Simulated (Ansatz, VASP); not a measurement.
## One calculation of LiSb7, two programs

Contents of INCAR:

```
PREC     = Accurate       # precision mode
ENCUT    = 600            # plane-wave cutoff, eV
EDIFF    = 1E-6           # SCF threshold, eV
ISMEAR   = 0              # smearing method
SIGMA    = 0.1            # smearing width, eV
LREAL    = F              # projectors in reciprocal space
LASPH    = T              # aspherical terms in the spheres
NELM     = 100            # most SCF steps
ALGO     = Normal         # electronic algorithm
ISIF     = 3              # what is computed and relaxed
LWAVE    = F              # write WAVECAR
LCHARG   = F              # write CHGCAR
GGA      = PE             # functional
IBRION   = 2              # ionic algorithm
NSW      = 100            # ionic steps
EDIFFG   = -0.01          # ionic threshold
```

The input KPOINTS:

```
regular mesh
0
Gamma
  8 8 8
```

File POSCAR:

```
LiSb7
1.0
    0.0000000000      4.7454449100      4.7454449100
    4.7454449100      0.0000000000      4.7454449100
    4.7454449100      4.7454449100      0.0000000000
Li Sb
1 7
Direct
    0.0000000000      0.0000000000      0.0000000000
    0.5000000000      0.0000000000      0.0000000000
    0.0000000000      0.5000000000      0.5000000000
    0.0000000000      0.5000000000      0.0000000000
    0.5000000000      0.0000000000      0.5000000000
    0.0000000000      0.0000000000      0.5000000000
    0.5000000000      0.5000000000      0.0000000000
    0.5000000000      0.5000000000      0.5000000000
```

Input for Ansatz:

```yaml
crystal:
  lattice:
    - [0.0, 4.74544491, 4.74544491]
    - [4.74544491, 0.0, 4.74544491]
    - [4.74544491, 4.74544491, 0.0]
  atoms:
    - { symbol: Li, position: [0.0, 0.0, 0.0] }
    - { symbol: Sb, position: [0.5, 0.0, 0.0] }
    - { symbol: Sb, position: [0.0, 0.5, 0.5] }
    - { symbol: Sb, position: [0.0, 0.5, 0.0] }
    - { symbol: Sb, position: [0.5, 0.0, 0.5] }
    - { symbol: Sb, position: [0.0, 0.0, 0.5] }
    - { symbol: Sb, position: [0.5, 0.5, 0.0] }
    - { symbol: Sb, position: [0.5, 0.5, 0.5] }
basis:
  ecutwfc: 420
kpoints:
  mp_grid: { grid: [8, 8, 8] }
hamiltonian:
  xc: pbe
scf:
  occupations: { method: gaussian, width: 0.1 }
output:
  forces: true
  stress: true
  eigenvalues: true
  write_density: true
  write_potential: true
  elf: true
  volumetric_format: npy
relax:
  adjacent_minimum: "off"
  f_tol: 0.01
  max_steps: 80
  cell: { stress_tol: 0.05 }
```

Change from the starting cell: species swapped into the CePd7 type (Fm-3m, No. 225).

Alike in both runs: task relaxation of cell and atoms; functional PBE; k mesh 8 × 8 × 8; occupations gaussian, width 0.1 eV; no spin polarisation.

```csv
,VASP,Ansatz
version,VASP 6.6.1,Ansatz 0.2.0
potentials or method,"VASP PAW PBE potentials, release 64 (Li_sv, Sb)","scalar-relativistic, plane waves, PAW"
plane-wave cutoff (eV),600,420
valence electrons in the cell,38,108
```

Ansatz gave:

```
gap on the k mesh at the Fermi level, each at its own relaxed structure (eV) : none
relaxed volume (Å³/atom)                                                     : 26.67
relaxed cell length with the largest relative difference (Å)                 : 6.707
```

What did VASP give for the same quantities?

gap on the k mesh at the Fermi level, each at its own relaxed structure (eV): none; relaxed volume (Å³/atom): 26.61; relaxed cell length with the largest relative difference (Å): 6.702.

A gap of «none» marks a metal or a gap that the smearing closes. The two sets of potentials don't hold the same shells in valence.

Caveats: the cutoff is under 1.25 times the usual one of these potentials, so pressure, stress and relaxed cells hold a basis-set (Pulay) error (VASP). The runs have no spin-orbit coupling, so splittings on Sb are missing.
